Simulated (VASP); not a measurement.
RePb2:

```
CELL_PARAMETERS angstrom
0.00000 3.36578 3.36578
3.36578 0.00000 3.36578
3.36578 3.36578 0.00000
ATOMIC_POSITIONS crystal
Re 0.00000 0.00000 0.00000
Pb 0.25000 0.25000 0.25000
Pb 0.75000 0.75000 0.75000
```

The cell was built by a generator and needn't be a form met in nature.

```yaml
Program: VASP 6.6.1
Task: relaxation of cell and atoms
Functional: vdW-DF
Potentials_or_basis: VASP PAW PBE potentials, release 64 (Re, Pb_d)
Cutoff: 600 eV
k_mesh: 7 × 7 × 7
Occupations: methfessel-paxton, width 0.1 eV
Spin: no spin polarisation
```

At the start: pressure 4.4 GPa; volume 25.42 Å³/atom.

Where does the relaxation end?

Over 12 steps the energy falls by 17.7 meV/atom and the volume is 26.80 Å³/atom (+5.4 %); space group Fm-3m (No. 225, to 0.05 Å).

The path:
```tsv
step	energy change (eV)	largest force (eV/Å)	pressure (GPa)	volume (Å³)
1	0.0000	0.0000	4.36	76.26
2	-0.0135	0.0000	3.76	76.79
3	-0.0332	0.0000	2.56	77.79
4	-0.0488	0.0000	1.14	79.13
5	-0.0527	0.0000	-0.29	80.64
6	-0.0528	0.0000	-0.29	80.63
7	-0.0528	0.0000	-0.18	80.61
8	-0.0528	0.0000	-0.25	80.59
9	-0.0529	0.0000	-0.21	80.55
10	-0.0529	0.0000	-0.16	80.51
11	-0.0530	0.0000	-0.13	80.46
12	-0.0530	0.0000	-0.08	80.41
```

Final structure:
```
CELL_PARAMETERS angstrom
0.00000 3.42583 3.42583
3.42583 0.00000 3.42583
3.42583 3.42583 0.00000
ATOMIC_POSITIONS crystal
Re 0.00000 0.00000 0.00000
Pb 0.25000 0.25000 0.25000
Pb 0.75000 0.75000 0.75000
```

Caveat: the PAW data sets were made with another functional, which shifts forces and pressure a little.
